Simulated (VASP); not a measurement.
```xyz
2
Lattice="1.3239 -2.2473 0.0000 1.3239 2.2473 0.0000 0.0000 0.0000 4.6581" Properties=species:S:1:pos:R:3 pbc="T T T"
Zn     1.3239     0.7491     1.1645
Zn     1.3239    -0.7491     3.4936
```

These are r2SCAN meta-GGA, VASP's PBE PAW potentials (set 64) (plane waves; VASP) values and carry that method's errors. Numerical set-up: 480 eV cut-off, 14×14×8 Γ-centred mesh, first-order Methfessel-Paxton smearing of 0.10 eV, potentials Zn.

Question: Estimate the energy per atom (σ→0), pressure, band gap (on the k-mesh) with the smallest direct gap where there is one.

Answer: 
band gap (on the k-mesh): none (metal, semimetal or under 0.01 eV)
energy per atom (σ→0): -8.895 eV/atom
pressure: 3.11 GPa

Total energies compare only between runs with the same potentials, cut-off and functional.

The compound is Zn in the hcp structure. This cell was strained or had an atom moved on purpose.
